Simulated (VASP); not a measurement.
Output of a VASP run:

### OSZICAR
```
       N       E                     dE             d eps       ncg     rms          rms(c)
DAV:   1     0.951968927562E+02    0.95197E+02   -0.63433E+03  2309   0.121E+03
DAV:   2     0.808666254497E+00   -0.94388E+02   -0.92569E+02  2354   0.300E+02
DAV:   3    -0.347652642149E+01   -0.42852E+01   -0.42430E+01  2729   0.764E+01
DAV:   4    -0.357310771323E+01   -0.96581E-01   -0.96561E-01  2720   0.129E+01
DAV:   5    -0.357738637445E+01   -0.42787E-02   -0.42786E-02  2865   0.238E+00    0.483E-01
RMM:   6    -0.356925416283E+01    0.81322E-02   -0.11709E-02  2291   0.180E+00    0.253E-01
RMM:   7    -0.356746154286E+01    0.17926E-02   -0.79825E-03  2288   0.118E+00    0.889E-02
RMM:   8    -0.356756490184E+01   -0.10336E-03   -0.18067E-03  2408   0.806E-01    0.177E-02
RMM:   9    -0.356762271516E+01   -0.57813E-04   -0.68145E-04  2544   0.326E-01    0.183E-02
RMM:  10    -0.356763030293E+01   -0.75878E-05   -0.23506E-04  2334   0.317E-01    0.616E-03
RMM:  11    -0.356763961111E+01   -0.93082E-05   -0.12235E-04  2209   0.127E-01    0.339E-03
RMM:  12    -0.356764143973E+01   -0.18286E-05   -0.17902E-05  1508   0.631E-02
   1 F= -.35676414E+01 E0= -.35676277E+01  d E =-.356764E+01
```

### OUTCAR
```
------------------------ aborting loop because EDIFF is reached ----------------------------------------
  FORCE on cell =-STRESS in cart. coord.  units (eV):
  Direction    XX          YY          ZZ          XY          YZ          ZX
  --------------------------------------------------------------------------------------
  Total        0.0529250      0.0529250      0.0529250      0.0000000     -0.0000000      0.0000000
  in kB        2.6665659      2.6665659      2.6665659      0.0000000     -0.0000000      0.0000000
  external PRESSURE =       2.6665659 kB  Pullay stress =       0.0000000 kB
  volume of cell :       31.80
      direct lattice vectors                 reciprocal lattice vectors
     0.000000000  2.514565904  2.514565904    -0.198841478  0.198841478  0.198841478
     2.514565904  0.000000000  2.514565904     0.198841478 -0.198841478  0.198841478
     2.514565904  2.514565904  0.000000000     0.198841478  0.198841478 -0.198841478
 POSITION                                       TOTAL-FORCE (eV/Angst)
 -----------------------------------------------------------------------------------
      0.00000      0.00000      0.00000         0.000000      0.000000      0.000000
 -----------------------------------------------------------------------------------
    total drift:                                0.000000     -0.000000      0.000000
  FREE ENERGIE OF THE ION-ELECTRON SYSTEM (eV)
  ---------------------------------------------------
  free  energy   TOTEN  =        -3.5676414397 eV

  energy  without entropy=       -3.5676002961  energy(sigma->0) =       -3.56762773

 reached required accuracy - stopping structural energy minimisation
```
(Selected blocks of OUTCAR.)

File POSCAR:
```
Pb
1
    0.0000000000     2.5145659044     2.5145659044
    2.5145659044     0.0000000000     2.5145659044
    2.5145659044     2.5145659044     0.0000000000
Pb
1
Direct
  0.0000000000   0.0000000000   0.0000000000
```

**Question.** Write an INCAR and KPOINTS that could have produced this output.

**Answer.** Several could match; the one computed here: the input of the run itself, PBE GGA, plane waves, VASP's PBE PAW potentials (set 64).

### INCAR
```
# general
SYSTEM  = Pb
PREC    = Normal
ENCUT   = 400
LREAL   = .False.
LASPH   = .True.

# electronic loop
EDIFF   = 1E-5
NELM    = 100
NELMIN  = 4
ALGO    = Fast
LMAXMIX = 4

# smearing
ISMEAR  = 1
SIGMA   = 0.1

# functional
GGA     = PE

# ions
IBRION  = 2
NSW     = 20
ISIF    = 2
EDIFFG  = -0.03

# output
LWAVE   = .False.
LCHARG  = .False.
```

**KPOINTS**
```
Automatic mesh
0
Gamma
14 14 14
0 0 0
```

POTCAR, in this order: Pb_d (PBE.64 set). Program: vasp_std.

The compound is Pb in the fcc structure. It was relaxed first.
